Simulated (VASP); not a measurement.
Input:

```yaml
crystal:
  lattice:
    - [0.00000, 2.75152, 2.75152]
    - [2.75152, 0.00000, 2.75152]
    - [2.75152, 2.75152, 0.00000]
  atoms:
    - { symbol: Si, position: [0.25000, 0.25000, 0.25000] }
    - { symbol: Si, position: [0.00000, 0.00000, 0.00000] }
```

The numbers are results of HSE06 screened hybrid, VASP's PBE PAW potentials (set 64) (plane waves; VASP), not measurements. Settings: 300 eV cut-off, 5×5×5 Γ-centred mesh shifted by (0.5, 0.5, 0.5), Gaussian smearing of 0.010 eV, potentials Si.

Question: What does the run give for the energy per atom (σ→0), pressure?

Answer: 
```json
{
 "energy per atom (σ→0)": "-6.283 eV/atom",
 "pressure": "-3.57 GPa"
}
```

The absolute energy has meaning only against runs of the same code, potentials and settings.

The structure comes from a computed database's Si entry; how it stands against other phases isn't given here. The cell was not relaxed at this level.
